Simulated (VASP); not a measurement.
Shape and ions are relaxed at each volume.

Energy against volume of Te (trig). The numbers are results of optB86b-vdW, VASP's PBE PAW potentials (set 64) (plane waves; VASP 6.6.1), not measurements.

```csv
V (Å³/atom),E (eV/atom)
31.470,-1.31494
32.474,-1.32473
33.478,-1.32773
34.483,-1.32548
35.487,-1.31905
```

Task: Fit a third-order Birch-Murnaghan equation of state.

Result: 
| Item | Result |
|---|---|
| volume per atom | 33.51 Å^3/atom |
| bulk modulus | 27.9 GPa |
| pressure derivative of the bulk modulus | 7.19 |

Measured: bulk modulus 19.0 GPa (computed value off by +46.8 %), as given by Seho Yi et al., Inorganic Chemistry (2018), arXiv:1712.00894. The calculation is for a static lattice, while the measured bulk modulus holds thermal and zero-point effects, which are part of the difference.

The compound is Te in the trig structure. It was relaxed first.
